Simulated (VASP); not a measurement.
Runs of VASP 6.6.1 on InSb. The structure is cubic, space group F-43m (No. 216). Conventional cell: a = 6.521 Å, b = 6.521 Å, c = 6.521 Å, α = 90.00°, β = 90.00°, γ = 90.00°. In (site symmetry -43m) is surrounded by 4 Sb at 2.82 Å. Sb (site symmetry -43m) has 4 In at 2.82 Å as nearest neighbours. 

| task | level | potentials or basis | spin | cell | k mesh | cutoff (eV) | gap on the mesh (eV) | pressure (GPa) |
| --- | --- | --- | --- | --- | --- | --- | --- | --- |
| band structure | LDA | VASP PAW LDA potentials, release 64 (In_d, Sb) | off | F-43m, 34.66 Å³/atom | 10 × 10 × 10 | 520 | - | -1.3 |
| band structure | TB-mBJ | VASP PAW PBE potentials, release 64 (In_d, Sb) | off | F-43m, 34.66 Å³/atom | 10 × 10 × 10 | 520 | 0.39 | - |
| relaxation of cell and atoms | PBEsol | VASP PAW PBE potentials, release 64 (In_d, Sb) | off | relaxed | 10 × 10 × 10 | 600 | none | 0.0 |
| band structure | PBE | VASP PAW PBE potentials, release 64 (In_d, Sb) | SOC, no magnetisation | F-43m, 34.66 Å³/atom | 6 × 6 × 6 | 520 | - | (b) |
| optical spectrum | PBE | VASP PAW PBE potentials, release 64 (In_d, Sb) | off | F-43m, 34.66 Å³/atom | 10 × 10 × 10 | 520 | none | 2.2 |
| band structure | PBE | VASP PAW PBE potentials, release 64 (In_d, Sb) | off | F-43m, 34.66 Å³/atom | 10 × 10 × 10 | 520 | - | 2.2 |
| band structure | r2SCAN | VASP PAW PBE potentials, release 64 (In_d, Sb) | off | F-43m, 34.66 Å³/atom | 10 × 10 × 10 | 520 | (a) | 0.7 |

Alike in all rows: smearing gaussian 0.03 eV.

**Question.** Fill in the values left out.

**Answer.** (a) 0.12; (b) 2.3.

Caveats: spin-orbit coupling is left out, which moves the levels of the heavy elements (some runs); this crystal is a semiconductor, whose small gap the functional closes, so the metal is an error of the method (some runs); the PAW data sets were made with another functional, which shifts forces and pressure a little (some runs); independent-particle spectra lack excitons (some runs); the intraband (Drude) part of a metal's response may be missing (some runs).

A k mesh can miss the band edges, and rows without SOC leave out spin-orbit coupling on In, Sb.

A gap of «none» marks a metal or a gap under the smearing width.
